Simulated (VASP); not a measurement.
# Tl: formation energy of a vacancy on the Tl site

How easily does a vacancy on the Tl site form in Tl? The host is relaxed first, then a supercell is run with and without the defect.

Main program and level: VASP 6.6.1; PBEsol; plane waves and PAW (Tl).

### Step 1. The host crystal

Symmetry: P6_3/mmc, No. 194, hexagonal system. The conventional cell has a = 3.460 Å, b = 3.460 Å, c = 5.533 Å, α = 90.00°, β = 90.00°, γ = 120.00°. Tl has 12 Tl at 3.41 to 3.46 Å nearest.

Structure file:

```xyz
2
Lattice="3.4600 0.0000 0.0000 -1.7300 2.9964 0.0000 0.0000 0.0000 5.5325" Properties=species:S:1:pos:R:3 pbc="T T T"
Tl    0.0000    0.0000    0.0000
Tl    0.0000    1.9976    2.7663
```

### Step 2. The host at zero pressure

The later steps need the crystal at this functional's own lattice; a raised cutoff keeps the stress reliable while the cell changes.

INCAR

```
SYSTEM = Tl
PREC = Accurate
ENCUT = 350
EDIFF = 1E-06
NELM = 120
ISMEAR = 1
SIGMA = 0.15
LREAL = .FALSE.
ALGO = Normal
GGA = PS
NBANDS = 9
LORBIT = 11
LWAVE = .FALSE.
LCHARG = .FALSE.
KPAR = 8
LASPH = .TRUE.
IBRION = 2
NSW = 40
ISIF = 3
EDIFFG = -0.02
POTIM = 0.4
```

POSCAR

```
Tl
1.0
    3.4600000000      0.0000000000      0.0000000000
   -1.7300000000      2.9964478971      0.0000000000
    0.0000000000      0.0000000000      5.5325400000
Tl
2
Direct
    0.0000000000      0.0000000000      0.0000000000
    0.3333333333      0.6666666667      0.5000000000
```

KPOINTS

```
Automatic mesh
0
Gamma
11 11 6
0 0 0
```

The projector-augmented-wave data sets are Tl (PBE family, release 64).

Launch:

```
> mpirun -np 8 vasp_std
```

The log of the run:

```text
[banner, memory and clock lines left out]
running    8 mpi-ranks, on    1 nodes
 distrk:  each k-point on    1 cores,    8 groups
 distr:  one band on    1 cores,    1 groups

 POSCAR found type information on POSCAR Tl
 POSCAR found :  1 types and       2 ions
|                                                                             |
|           W    W    AA    RRRRR   N    N  II  N    N   GGGG   !!!           |
|           W    W   A  A   R    R  NN   N  II  NN   N  G    G  !!!           |
|           W    W  A    A  R    R  N N  N  II  N N  N  G       !!!           |
|           W WW W  AAAAAA  RRRRR   N  N N  II  N  N N  G  GGG   !            |
|           WW  WW  A    A  R   R   N   NN  II  N   NN  G    G                |
|           W    W  A    A  R    R  N    N  II  N    N   GGGG   !!!           |
|                                                                             |
|     For optimal performance we recommend to set                             |
|       NCORE = 2 up to number-of-cores-per-socket                            |
|     NCORE specifies how many cores store one orbital (NPAR=cpu/NCORE).      |
|     This setting can greatly improve the performance of VASP for DFT.       |
|     The default, NCORE=1 might be grossly inefficient on modern             |
|     multi-core architectures or massively parallel machines. Do your        |
|     Unfortunately you need to use the default for GW and RPA                |
|     calculations (for HF NCORE is supported but not extensively tested      |
|     yet).                                                                   |
|                                                                             |

|                                                                             |
|               ----> ADVICE to this user running VASP <----                  |
|                                                                             |
|     You enforced a specific xc type in the INCAR file but a different       |
|     [... a line on the potential file left out ...]
|     I HOPE YOU KNOW WHAT YOU ARE DOING!                                     |
|                                                                             |

 LDA part: xc-table for (Slater+PW92), standard interpolation
 POSCAR, INCAR and KPOINTS ok, starting setup
 FFT: planning ... GRIDC
 FFT: planning ... GRID_SOFT
 FFT: planning ... GRID
 WAVECAR not read
 entering main loop
       N       E                     dE             d eps       ncg     rms          rms(c)
DAV:   1     0.119135250001E+02    0.11914E+02   -0.13877E+03  1152   0.337E+02
DAV:   2    -0.474972888783E+01   -0.16663E+02   -0.16015E+02  1636   0.568E+01
DAV:   3    -0.532658696069E+01   -0.57686E+00   -0.57417E+00  1505   0.121E+01
DAV:   4    -0.533309084785E+01   -0.65039E-02   -0.65028E-02  1424   0.145E+00
DAV:   5    -0.533319016325E+01   -0.99315E-04   -0.99315E-04  1412   0.160E-01    0.596E-01
DAV:   6    -0.531230153621E+01    0.20889E-01   -0.46971E-03  1268   0.278E-01    0.361E-01
DAV:   7    -0.529976127643E+01    0.12540E-01   -0.12515E-02  1192   0.448E-01    0.327E-02
DAV:   8    -0.529991525624E+01   -0.15398E-03   -0.29799E-04  1467   0.976E-02    0.644E-03
DAV:   9    -0.529991119304E+01    0.40632E-05   -0.62013E-06  1378   0.133E-02    0.157E-03
DAV:  10    -0.529991571264E+01   -0.45196E-05   -0.17923E-06  1115   0.587E-03    0.766E-04
DAV:  11    -0.529991582395E+01   -0.11132E-06   -0.53546E-08   606   0.152E-03
   1 F= -.52999158E+01 E0= -.52989434E+01  d E =-.529992E+01
 curvature:   0.00 expect dE= 0.000E+00 dE for cont linesearch  0.000E+00
 trial: gam= 0.00000 g(F)=  0.206E-51 g(S)=  0.766E-03 ort = 0.000E+00 (trialstep = 0.100E+01)
 search vector abs. value=  0.766E-03
 bond charge predicted
       N       E                     dE             d eps       ncg     rms          rms(c)
DAV:   1    -0.530057460809E+01   -0.65890E-03   -0.73477E-03  1358   0.349E-01    0.431E-02
DAV:   2    -0.530048725704E+01    0.87351E-04   -0.11404E-04  1241   0.634E-02    0.257E-02
DAV:   3    -0.530043298115E+01    0.54276E-04   -0.94383E-05  1227   0.380E-02    0.232E-03
DAV:   4    -0.530043332029E+01   -0.33914E-06   -0.14339E-06  1163   0.772E-03
   2 F= -.53004333E+01 E0= -.52995304E+01  d E =-.517496E-03
[...]
3 F= -.53005007E+01 E0= -.52996370E+01  d E =-.584901E-03
[...]
4 F= -.53005851E+01 E0= -.52998148E+01  d E =-.843678E-04
 ZBRENT: can't locate minimum, use default step
 trial-energy change:   -0.000084  1 .order   -0.000084   -0.000096   -0.000073
 step:   4.4133(harm=  4.6870)  dis= 0.00000  next Energy=    -5.300704 (dE=-0.203E-03)
 bond charge predicted
       N       E                     dE             d eps       ncg     rms          rms(c)
DAV:   1    -0.530074789205E+01   -0.16280E-03   -0.15317E-02  1332   0.649E-01    0.386E-02
DAV:   2    -0.530071878401E+01    0.29108E-04   -0.17632E-04  1212   0.783E-02    0.242E-02
DAV:   3    -0.530068876086E+01    0.30023E-04   -0.39480E-05  1288   0.249E-02    0.136E-03
DAV:   4    -0.530068882317E+01   -0.62312E-07   -0.15673E-06  1127   0.654E-03
   5 F= -.53006888E+01 E0= -.53002082E+01  d E =-.188098E-03
 curvature:  -2.62 expect dE=-0.611E-05 dE for cont linesearch -0.123E-05
 trial: gam= 0.04542 g(F)=  0.314E-49 g(S)=  0.233E-05 ort =-0.676E-05 (trialstep = 0.177E+01)
 search vector abs. value=  0.192E-05
 reached required accuracy - stopping structural energy minimisation
```

Run time: 10 s. Hardware: 8 MPI ranks of Intel Xeon Platinum 8488C (Sapphire Rapids), shared host; peak memory 1.4 GiB.

Lines that name or quote the potential files are left out of all logs, and their timing lines are given in words.

OUTCAR, selected parts (step 2):

```text
ion  position               nearest neighbor table
   1  0.000  0.000  0.000-   2 3.41   2 3.41   2 3.41   2 3.41   2 3.41   2 3.41
   2  0.333  0.667  0.500-   1 3.41   1 3.41   1 3.41   1 3.41   1 3.41   1 3.41

  LATTYP: Found a hexagonal cell.
 ALAT       =     3.4600000000
 C/A-ratio  =     1.5990000000

 Subroutine GETGRP returns: Found 24 space group operations
 (whereof 12 operations were pure point group operations)

The static configuration has the point symmetry D_3h.
 The point group associated with its full space group is D_6h.

 Found     64 irreducible k-points:

   k-points           NKPTS =     64   k-points in BZ     NKDIM =     64   number of bands    NBANDS=      9

   dimension x,y,z NGX =    24 NGY =   24 NGZ =   36
   dimension x,y,z NGXF=    48 NGYF=   48 NGZF=   72

   ENCUT  =  350.0 eV  25.72 Ry    5.07 a.u.   5.28  5.28  8.44*2*pi/ulx,y,z

   NELECT =       6.0000    total number of electrons

 k-points in reciprocal lattice and weights: Automatic mesh
   0.00000000  0.00000000  0.00000000       0.001
   0.09090909  0.00000000  0.00000000       0.008
   0.18181818  0.00000000  0.00000000       0.008
   0.27272727  0.00000000  0.00000000       0.008
   0.36363636  0.00000000  0.00000000       0.008
   0.45454545 -0.00000000  0.00000000       0.008
   0.09090909  0.09090909  0.00000000       0.008
   0.18181818  0.09090909  0.00000000       0.017
   0.27272727  0.09090909  0.00000000       0.017
[...]
0.27272727  0.27272727  0.50000000       0.008
   0.36363636  0.27272727  0.50000000       0.008

 average (electrostatic) potential at core
       1 -40.5395       2 -40.5395

 E-fermi :   4.4209

 k-point     1 :       0.0000    0.0000    0.0000
  band No.  band energies     occupation
      1      -5.6443      2.00000
      2      -0.8809      2.00000
      3       1.4957      2.00000
      4      12.4463      0.00000
      5      12.4463      0.00000
      6      13.7562      0.00000
      7      13.7562      0.00000
      8      13.9672      0.00000
    ...

 k-point     2 :       0.0909    0.0000    0.0000
  band No.  band energies     occupation
      1      -5.4882      2.00000
      2      -0.7613      2.00000
      3       1.6972      2.00000
      4      10.7349      0.00000
      5      11.7193      0.00000
      6      12.8904      0.00000
      7      14.4300      0.00000
      8      14.5899      0.00000
    ...

 k-point     3 :       0.1818    0.0000    0.0000
  band No.  band energies     occupation
      1      -5.0171      2.00000
      2      -0.4041      2.00000
      3       2.2864      2.00000
      4       8.2186      0.00000
      5      10.6268      0.00000
      6      11.5650      0.00000
      7      12.9963      0.00000
      8      13.2233      0.00000
    ...

  Total        0.0076152      0.0076152      0.0022221      0.0000000      0.0000000      0.0000000
  in kB        0.2149157      0.2149157      0.0627119      0.0000000      0.0000000      0.0000000
  external PRESSURE =       0.1641811 kB  Pullay stress =       0.0000000 kB

  energy-cutoff  :      350.00
  volume of cell :       56.77
      direct lattice vectors                 reciprocal lattice vectors
     3.437427329  0.000000000  0.000000000     0.290915241  0.167959993  0.000000000
    -1.718713665  2.976899391 -0.000000000     0.000000000  0.335919985  0.000000000
     0.000000000 -0.000000000  5.547895774     0.000000000  0.000000000  0.180248520

 POSITION                                       TOTAL-FORCE (eV/Angst)
 -----------------------------------------------------------------------------------
     -0.00000      0.00000     -0.00000        -0.000000      0.000000      0.000000
     -0.00000      1.98460      2.77395         0.000000     -0.000000     -0.000000
 -----------------------------------------------------------------------------------
    total drift:                                0.000000     -0.000000     -0.000000

  FREE ENERGIE OF THE ION-ELECTRON SYSTEM (eV)
  ---------------------------------------------------
  free  energy   TOTEN  =        -5.3006888232 eV

  energy  without entropy=       -5.2992468182  energy(sigma->0) =       -5.30020815

 reached required accuracy - stopping structural energy minimisation

 total charge
# of ion       s       p       d       tot
------------------------------------------
    1        1.630   0.704   0.074   2.409
    2        1.630   0.704   0.074   2.409
--------------------------------------------------
tot          3.261   1.409   0.148   4.817

[... 3 further parts left out ...]
```

CONTCAR:

```
Tl
   1.00000000000000
     3.4374273293246467    0.0000000000000000    0.0000000000000000
    -1.7187136646623233    2.9768993908637698   -0.0000000000000000
     0.0000000000000000   -0.0000000000000000    5.5478957741872463
  Tl
     2
Direct
     0.0000000000000000    0.0000000000000000    0.0000000000000000
     0.3333333332999970    0.6666666667000030    0.5000000000000000
```

The k-mesh is coarse for a metal. The PAW data sets were made with PBE, which is usual practice but a small mismatch for other functionals. The data set Tl keeps the semicore shell frozen, which is cheaper and a little less accurate. The run keeps the 24 symmetry operations of its start, so it cannot find a distortion of lower symmetry.

The steps of the relaxation:

```csv
step,energy less that of the first step (eV),largest force (eV/Å),pressure (GPa),volume (Å³)
1,0.0000,0.0000,-0.31,57.36
2,-0.0005,0.0000,-0.09,56.99
3,-0.0006,0.0000,0.03,56.80
4,-0.0007,0.0000,0.03,56.80
5,-0.0008,0.0000,0.02,56.77
```

```csv
"conventional cell, symmetrised",before,after,change
a (Å),3.460,3.437,-0.7 %
b (Å),3.460,3.437,-0.7 %
c (Å),5.533,5.548,+0.3 %
volume (Å³/atom),28.68,28.39,-1.0 %
```

The relaxed structure:

```
Tl
1.0
     3.43743    0.00000    0.00000
    -1.71871    2.97690    0.00000
     0.00000    0.00000    5.54790
Tl
2
Direct
  0.00000 0.00000 0.00000
  0.33333 0.66667 0.50000
```

Numbers from this step:

- electronic cycles: 27
- electrons: 6
- free energy (TOTEN): -5.301 eV
- energy at zero smearing: -5.300 eV
- Fermi energy: 4.421 eV
- labelled metallic, from the levels on this mesh: yes

The run ended after 5 ionic steps, 0.001 eV below its first step, once forces and stress met EDIFFG = -0.02.

[end of part 1 of 3]

[Lines on the potential files, build, host, timing and source positions are cut from VASP's logs without a mark.]

[Logs are printed without paths, hosts, clocks, repeated set-up lines and the standing remarks that a program may print on its own settings, such as how far it seeks lower states.]

[Hosts, paths, dates, database ids (printed as entryN), source tags and the programs' standing remarks are cut or masked in the printed files.]

[In band tables of VASP the shares of atoms and orbitals are scaled to a sum of 1 inside the atoms' spheres.]

[Runs that stopped without an error message from VASP are left out.]
